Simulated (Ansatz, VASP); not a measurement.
**Sn4Se3S in VASP and in Ansatz**

```xyz
8
Lattice="6.0127 0.0000 0.0000 0.0000 6.0127 0.0000 0.0000 0.0000 6.0127" Properties=species:S:1:pos:R:3 pbc="T T T"
Sn    3.0064    3.0064    3.0064
Sn    0.0000    3.0064    0.0000
Sn    3.0064    0.0000    0.0000
Sn    0.0000    0.0000    3.0064
Se    3.0064    0.0000    3.0064
Se    0.0000    3.0064    3.0064
Se    3.0064    3.0064    0.0000
S     0.0000    0.0000    0.0000
```

Alike in both runs: task single point; functional PBE; k mesh 4 × 4 × 4; occupations gaussian, width 0.1 eV; no spin polarisation.

|  | VASP | Ansatz |
| --- | --- | --- |
| version | VASP 6.6.1 | Ansatz 0.2.0 |
| potentials or method | VASP PAW PBE potentials, release 64 (Sn_d, Se, S) | scalar-relativistic, plane waves, PAW |
| plane-wave cutoff (eV) | 520 | 420 |
| valence electrons in the cell | 80 | 110 |

```csv
,VASP,Ansatz,Ansatz less VASP
gap on the k mesh at the Fermi level (eV),0.44,0.44,0.000
least direct gap on the mesh (eV),0.44,0.44,0.000
pressure (GPa),-0.2,-0.2,+0.01
```

The functional is the same, so the differences come from potentials, cutoffs and numerics. The two sets of potentials don't hold the same shells in valence.

Caveats: spin-orbit coupling is left out, which moves the levels of the heavy elements.
